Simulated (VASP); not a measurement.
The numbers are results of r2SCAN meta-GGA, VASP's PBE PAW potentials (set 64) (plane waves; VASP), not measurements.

VASP input:

### INCAR
```
! general
SYSTEM  = Sb
PREC    = Accurate
ENCUT   = 400
LREAL   = .False.
LASPH   = .True.

! electronic loop
EDIFF   = 1E-6
NELM    = 100
ALGO    = Normal
LMAXMIX = 4
LMIXTAU = .True.

! smearing
ISMEAR  = 1
SIGMA   = 0.1

! functional
METAGGA = R2SCAN

! ions
IBRION  = 2
NSW     = 60
ISIF    = 3
EDIFFG  = -0.01

! output
LWAVE   = .False.
LCHARG  = .False.
```

**POSCAR**
```
Sb
1
   -1.8713400000     1.8713400000     1.8713400000
    1.8713400000    -1.8713400000     1.8713400000
    1.8713400000     1.8713400000    -1.8713400000
Sb
1
Direct
  0.0000000000   0.0000000000   0.0000000000
```

KPOINTS:
```
Automatic mesh
0
G
 12 12 12
```

POTCAR, in this order: Sb (PBE.64 set). Program: vasp_std.

What VASP printed:

OUTCAR:
```
 ion  position               nearest neighbor table
   1  0.000  0.000  0.000-
  LATTYP: Found a body centered cubic cell.
 ALAT       =     3.7426800000
 Subroutine PRICEL returns:
 Original cell was already a primitive cell.
 Subroutine GETGRP returns: Found 48 space group operations
The static configuration has the point symmetry O_h .
The dynamic configuration has the point symmetry O_h .
 Subroutine INISYM returns: Found 48 space group operations
 Subroutine IBZKPT returns following result:
 Found     72 irreducible k-points:

 Following reciprocal coordinates:
            Coordinates               Weight
  0.000000  0.000000  0.000000      1.000000
  0.083333  0.000000  0.000000     12.000000
  0.166667  0.000000  0.000000     12.000000
  0.250000  0.000000  0.000000     12.000000
  0.333333  0.000000  0.000000     12.000000
  0.416667  0.000000  0.000000     12.000000
  0.500000  0.000000  0.000000      6.000000
  0.083333  0.083333  0.000000     24.000000
  0.166667  0.083333 -0.000000     48.000000
  0.250000  0.083333  0.000000     48.000000
  0.333333  0.083333  0.000000     48.000000
  0.416667  0.083333  0.000000     48.000000
  0.166667  0.166667  0.000000     24.000000
  0.250000  0.166667 -0.000000     48.000000
  0.333333  0.166667 -0.000000     48.000000
  0.416667  0.166667  0.000000     24.000000
  0.250000  0.250000  0.000000     24.000000
  0.333333  0.250000  0.000000     48.000000
  0.333333  0.333333  0.000000      8.000000
  0.083333  0.083333  0.083333      8.000000
  0.166667  0.083333  0.083333     24.000000
  0.250000  0.083333  0.083333     24.000000
  0.333333  0.083333  0.083333     24.000000
  0.416667  0.083333  0.083333     12.000000
 -0.083333  0.083333  0.083333      6.000000
  0.166667  0.166667  0.083333     24.000000
  0.250000  0.166667  0.083333     48.000000
  0.333333  0.166667  0.083333     48.000000
 -0.166667  0.166667  0.083333     24.000000
  0.250000  0.250000  0.083333     24.000000
  0.333333  0.250000  0.083333     24.000000
 -0.250000  0.250000  0.083333     24.000000
 -0.166667  0.250000  0.083333     24.000000
 -0.333333  0.333333  0.083333     24.000000
 -0.250000  0.333333  0.083333     48.000000
 -0.416667  0.416667  0.083333     24.000000
 -0.333333  0.416667  0.083333     48.000000
 -0.250000  0.416667  0.083333     24.000000
  0.500000  0.500000  0.083333     12.000000
 -0.416667  0.500000  0.083333     48.000000
   k-points           NKPTS =     72   k-points in BZ     NKDIM =     72   number of bands    NBANDS=      6
   number of dos      NEDOS =    301   number of ions     NIONS =      1
   total plane-waves  NPLWV =  13824
   dimension x,y,z NGX =    24 NGY =   24 NGZ =   24
   dimension x,y,z NGXF=    48 NGYF=   48 NGZF=   48
   ions per type =               1
   PREC   = accura    normal or accurate (medium, high low for compatibility)
   ISTART =      0    job   : 0-new  1-cont  2-samecut
   ICHARG =      2    charge: 1-file 2-atom 10-const
   ISPIN  =      1    spin polarized calculation?
   LNONCOLLINEAR =      F non collinear calculations
   LSORBIT =      F    spin-orbit coupling
   INIWAV =      1    electr: 0-lowe 1-rand  2-diag
   ENCUT  =  400.0 eV  29.40 Ry    5.42 a.u.   5.29  5.29  5.29*2*pi/ulx,y,z
   NELM   =    100;   NELMIN=  2; NELMDL= -5     # of ELM steps
   EDIFF  = 0.1E-05   stopping-criterion for ELM
   LREAL  =      F    real-space projection
   NLSPLINE    = F    spline interpolate recip. space projectors
   LMAXMIX     =    4 max onsite mixed and CHGCAR
   VOSKOWN=      0    Vosko Wilk Nusair interpolation
...
```

File OSZICAR:
```
       N       E                     dE             d eps       ncg     rms          rms(c)
DAV:   1    -0.149993906463E+02   -0.14999E+02   -0.14381E+03   864   0.443E+02
DAV:   2    -0.257734527399E+02   -0.10774E+02   -0.10157E+02  1248   0.702E+01
DAV:   3    -0.259377352510E+02   -0.16428E+00   -0.16291E+00   990   0.959E+00
DAV:   4    -0.259383931753E+02   -0.65792E-03   -0.65792E-03  1242   0.815E-01
DAV:   5    -0.259383957771E+02   -0.26018E-05   -0.26019E-05  1032   0.320E-02    0.157E+00
DAV:   6    -0.252265759033E+02    0.71182E+00   -0.12855E-01   924   0.338E+00    0.101E+00
DAV:   7    -0.254416654868E+02   -0.21509E+00   -0.10027E-01   864   0.288E+00    0.162E-01
DAV:   8    -0.253514696447E+02    0.90196E-01   -0.91022E-02   870   0.270E+00    0.681E-02
DAV:   9    -0.253504795549E+02    0.99009E-03   -0.44949E-04  1134   0.210E-01    0.833E-02
DAV:  10    -0.253512540876E+02   -0.77453E-03   -0.13449E-04   900   0.138E-01    0.876E-02
DAV:  11    -0.253528823092E+02   -0.16282E-02   -0.11478E-03   888   0.484E-01    0.262E-02
DAV:  12    -0.253530082920E+02   -0.12598E-03   -0.10468E-04   900   0.147E-01    0.204E-02
DAV:  13    -0.253530322495E+02   -0.23957E-04   -0.43977E-05   954   0.693E-02    0.192E-02
DAV:  14    -0.253530613318E+02   -0.29082E-04   -0.85747E-06   948   0.357E-02    0.232E-03
DAV:  15    -0.253530739620E+02   -0.12630E-04   -0.11176E-05   930   0.266E-02    0.298E-03
DAV:  16    -0.253530737052E+02    0.25683E-06   -0.30722E-07   468   0.692E-03
   1 F= -.25353074E+02 E0= -.25353115E+02  d E =-.253531E+02
       N       E                     dE             d eps       ncg     rms          rms(c)
DAV:   1    -0.253583848232E+02   -0.53109E-02   -0.30630E-01   942   0.324E+00    0.410E-01
DAV:   2    -0.253552975069E+02    0.30873E-02   -0.11184E-02   912   0.908E-01    0.243E-01
DAV:   3    -0.253533443630E+02    0.19531E-02   -0.66350E-03   864   0.671E-01    0.408E-02
DAV:   4    -0.253554038529E+02   -0.20595E-02   -0.13883E-03   924   0.275E-01    0.363E-02
DAV:   5    -0.253554070438E+02   -0.31909E-05   -0.32578E-05  1008   0.569E-02    0.417E-02
DAV:   6    -0.253554046012E+02    0.24426E-05   -0.49951E-05   876   0.947E-02    0.329E-02
DAV:   7    -0.253554120620E+02   -0.74608E-05   -0.46802E-05   876   0.101E-01    0.286E-02
DAV:   8    -0.253554229932E+02   -0.10931E-04   -0.68718E-06   876   0.385E-02    0.289E-02
DAV:   9    -0.253554233610E+02   -0.36779E-06   -0.41072E-08   456   0.233E-03
   2 F= -.25355423E+02 E0= -.25355346E+02  d E =-.234966E-02
       N       E                     dE             d eps       ncg     rms          rms(c)
DAV:   1    -0.253572831212E+02   -0.18601E-02   -0.44421E-02   936   0.125E+00    0.172E-01
DAV:   2    -0.253567807068E+02    0.50241E-03   -0.15397E-03   900   0.341E-01    0.103E-01
DAV:   3    -0.253564685591E+02    0.31215E-03   -0.95648E-04   864   0.256E-01    0.144E-02
DAV:   4    -0.253567575992E+02   -0.28904E-03   -0.21367E-04   900   0.102E-01    0.143E-02
DAV:   5    -0.253567581076E+02   -0.50838E-06   -0.42458E-06  1002   0.203E-02
   3 F= -.25356758E+02 E0= -.25356749E+02  d E =-.368440E-02
```

**OUTCAR**
```
------------------------ aborting loop because EDIFF is reached ----------------------------------------
  FORCE on cell =-STRESS in cart. coord.  units (eV):
  Direction    XX          YY          ZZ          XY          YZ          ZX
  --------------------------------------------------------------------------------------
  Total        0.0014760      0.0014760      0.0014760      0.0000000      0.0000000     -0.0000000
  in kB        0.0879052      0.0879052      0.0879052      0.0000000      0.0000000     -0.0000000
  external PRESSURE =       0.0879052 kB  Pullay stress =       0.0000000 kB
  volume of cell :       26.90
      direct lattice vectors                 reciprocal lattice vectors
    -1.887568619  1.887568619  1.887568619     0.000000000  0.264891032  0.264891032
     1.887568619 -1.887568619  1.887568619     0.264891032  0.000000000  0.264891032
     1.887568619  1.887568619 -1.887568619     0.264891032  0.264891032  0.000000000
 POSITION                                       TOTAL-FORCE (eV/Angst)
 -----------------------------------------------------------------------------------
      0.00000      0.00000      0.00000         0.000000      0.000000      0.000000
 -----------------------------------------------------------------------------------
    total drift:                                0.000000     -0.000000     -0.000000
  FREE ENERGIE OF THE ION-ELECTRON SYSTEM (eV)
  ---------------------------------------------------
  free  energy   TOTEN  =       -25.3567581076 eV

  energy  without entropy=      -25.3567301189  energy(sigma->0) =      -25.35674878

 reached required accuracy - stopping structural energy minimisation
```
(Selected blocks of OUTCAR.)

### CONTCAR
```
Sb
   1.00000000000000
    -1.8875686191272165    1.8875686191272165    1.8875686191272165
     1.8875686191272165   -1.8875686191272165    1.8875686191272165
     1.8875686191272165    1.8875686191272165   -1.8875686191272165
  Sb
     1
Direct
     0.0000000000000000    0.0000000000000000    0.0000000000000000
```

Energy and stress use the plane-wave basis of the starting cell.

The structure comes from a computed database's Sb entry (Im-3m); how it stands against other phases isn't given here. This run relaxes it. Symmetry was kept, so distortions that lower it aren't found.
